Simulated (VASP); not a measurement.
Data:

```xyz
2
Lattice="0.0000 3.1833 3.1833 3.1833 0.0000 3.1833 3.1833 3.1833 0.0000" Properties=species:S:1:pos:R:3 pbc="T T T"
Mg     0.0000     0.0000     0.0000
Te     1.5916     1.5916     1.5916
```

Method: LDA (Ceperley-Alder, Perdew-Zunger), VASP's LDA PAW potentials (set 64) (plane waves; VASP). Settings: 400 eV cut-off, 7×7×7 Γ-centred mesh, Gaussian smearing of 0.050 eV, potentials Mg Te.

Unless said otherwise, spin-orbit coupling is left out, though it shifts the bands of the heavy elements here.

Problem. Predict the energy per atom (σ→0), band gap (on the k-mesh) with the smallest direct gap where there is one.

Solution. 
The band gap (on the k-mesh) is 2.41 eV, the smallest direct gap (on the k-mesh) is 2.41 eV and the energy per atom (σ→0) is -3.653 eV/atom.

Total energies compare only between runs with the same potentials, cut-off and functional.

The compound is MgTe in the zinc blende structure, whereas wurtzite is the usual form. It was relaxed first. The start is the result of an earlier pass.
